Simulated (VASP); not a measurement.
The system is Hg4Se3S.

```
Hg S Se
1.0
     0.00000    6.02142    6.02142
     6.02142    0.00000    6.02142
     6.02142    6.02142    0.00000
Hg S Se
8 2 6
Direct
  0.00000 0.00000 0.00000
  0.00000 0.00000 0.50000
  0.00000 0.50000 0.00000
  0.00000 0.50000 0.50000
  0.50000 0.00000 0.00000
  0.50000 0.00000 0.50000
  0.50000 0.50000 0.00000
  0.50000 0.50000 0.50000
  0.12500 0.12500 0.12500
  0.12500 0.12500 0.62500
  0.12500 0.62500 0.12500
  0.12500 0.62500 0.62500
  0.62500 0.12500 0.12500
  0.62500 0.12500 0.62500
  0.62500 0.62500 0.12500
  0.62500 0.62500 0.62500
```

The cell was built by a generator and needn't be a form met in nature.

```yaml
Program: VASP 6.6.1
Task: relaxation of cell and atoms
Functional: PBEsol
Potentials_or_basis: VASP PAW PBE potentials, release 64 (Hg, S, Se)
Cutoff: 600 eV
k_mesh: 6 × 6 × 6
Occupations: gaussian, width 0.03 eV
Spin: no spin polarisation
```

At the start: pressure 1.9 GPa; volume 27.29 Å³/atom.

Q: Where does the relaxation end?

A: Over 12 steps the energy falls by 11.6 meV/atom and the volume is 28.11 Å³/atom (+3.0 %); space group Amm2 (No. 38, to 0.05 Å).

Step by step:
```
step  energy change (eV)  largest force (eV/Å)  pressure (GPa)  volume (Å³)
   1              0.0000                0.5312            1.88       436.64
   2             -0.1189                0.2980           -0.76       457.21
   3             -0.1240                0.3347           -0.34       453.58
   4             -0.1547                0.2254           -0.22       452.26
   5             -0.1806                0.1021            0.07       449.35
   6             -0.1808                0.0982            0.05       449.57
   7             -0.1840                0.0435           -0.03       450.08
   8             -0.1846                0.0349           -0.08       450.44
   9             -0.1850                0.0143            0.07       449.12
  10             -0.1851                0.0209            0.02       449.55
  11             -0.1851                0.0202            0.03       449.51
  12             -0.1852                0.0061            0.01       449.69
```

Final structure:
```cif
data_structure
_symmetry_space_group_name_H-M 'P 1'
_symmetry_Int_Tables_number 1
_cell_length_a 8.5998
_cell_length_b 8.5998
_cell_length_c 8.5972
_cell_angle_alpha 60.010
_cell_angle_beta 60.010
_cell_angle_gamma 60.009
_cell_volume 449.69
loop_
_atom_site_label
_atom_site_type_symbol
_atom_site_fract_x
_atom_site_fract_y
_atom_site_fract_z
_atom_site_occupancy
Hg1 Hg 0.00666 0.00666 0.99334 1
Hg2 Hg 0.00666 0.00666 0.49334 1
Hg3 Hg 0.00427 0.48929 0.00322 1
Hg4 Hg 0.00427 0.48929 0.50322 1
Hg5 Hg 0.48929 0.00427 0.00322 1
Hg6 Hg 0.48929 0.00427 0.50322 1
Hg7 Hg 0.49943 0.49943 0.00057 1
Hg8 Hg 0.49943 0.49943 0.50057 1
S1 S 0.12432 0.12432 0.12568 1
S2 S 0.12432 0.12432 0.62568 1
Se1 Se 0.12321 0.62677 0.12501 1
Se2 Se 0.12321 0.62677 0.62501 1
Se3 Se 0.62677 0.12321 0.12501 1
Se4 Se 0.62677 0.12321 0.62501 1
Se5 Se 0.62604 0.62604 0.12396 1
Se6 Se 0.62604 0.62604 0.62396 1
```

Caveat: the PAW data sets were made with another functional, which shifts forces and pressure a little.
